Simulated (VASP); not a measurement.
AuAl$_{2}$ (fluorite) is relaxed at rising pressure, each step from the one before. Symmetry mostly holds the structure type, and other phases were not tried. The mesh follows the cell, and a change of mesh leaves a small step in the series.

```cif
data_Al2Au
_chemical_formula_sum 'Al2 Au1'
_space_group_name_H-M_alt 'P 1'
_space_group_IT_number 1
_cell_length_a 4.24211
_cell_length_b 4.24211
_cell_length_c 4.24211
_cell_angle_alpha 60.000
_cell_angle_beta 60.000
_cell_angle_gamma 60.000
loop_
_space_group_symop_operation_xyz
  'x, y, z'
loop_
_atom_site_label
_atom_site_type_symbol
_atom_site_fract_x
_atom_site_fract_y
_atom_site_fract_z
_atom_site_occupancy
Al1 Al 0.25000 0.25000 0.25000 1
Al2 Al 0.75000 0.75000 0.75000 1
Au1 Au 0.00000 0.00000 0.00000 1
```

Level of theory: PBEsol GGA, VASP's PBE PAW potentials (set 64) (plane waves; VASP). Settings: 500 eV cut-off, 9×9×9 Γ-centred mesh, first-order Methfessel-Paxton smearing of 0.10 eV, potentials Al Au.

Unless said otherwise, spin-orbit coupling is left out, though it shifts the bands of the heavy elements here.

```json
[
 {"P (GPa)": "0", "V (Å³/atom)": "17.99", "H − H(0) (eV/atom)": "0.000", "space group": "Fm-3m", "gap on the mesh (eV)": "0.00", "k-mesh": "9×9×9"},
 {"P (GPa)": "5", "V (Å³/atom)": "17.30", "H − H(0) (eV/atom)": "0.551", "space group": "Fm-3m", "gap on the mesh (eV)": "0.00", "k-mesh": "9×9×9"},
 {"P (GPa)": "10", "V (Å³/atom)": "16.74", "H − H(0) (eV/atom)": "1.081", "space group": "Fm-3m", "gap on the mesh (eV)": "0.00", "k-mesh": "9×9×9"},
 {"P (GPa)": "20", "V (Å³/atom)": "15.83", "H − H(0) (eV/atom)": "2.096", "space group": "Fm-3m", "gap on the mesh (eV)": "0.00", "k-mesh": "9×9×9"},
 {"P (GPa)": "30", "V (Å³/atom)": "?", "H − H(0) (eV/atom)": "?", "space group": "Fm-3m", "gap on the mesh (eV)": "0.00", "k-mesh": "9×9×9"},
 {"P (GPa)": "45", "V (Å³/atom)": "?", "H − H(0) (eV/atom)": "?", "space group": "Fm-3m", "gap on the mesh (eV)": "0.00", "k-mesh": "10×10×10"}
]
```

Problem. Fill in the missing entries.

Solution. 
- 30, V (Å³/atom): 15.13
- 30, H − H(0) (eV/atom): 3.062
- 45, V (Å³/atom): 14.31
- 45, H − H(0) (eV/atom): 4.438

Pressures at which the relaxation failed are left out.

The compound is AuAl2 in the fluorite structure. The electron count is odd and the run is not spin-polarised, which forces a metal.
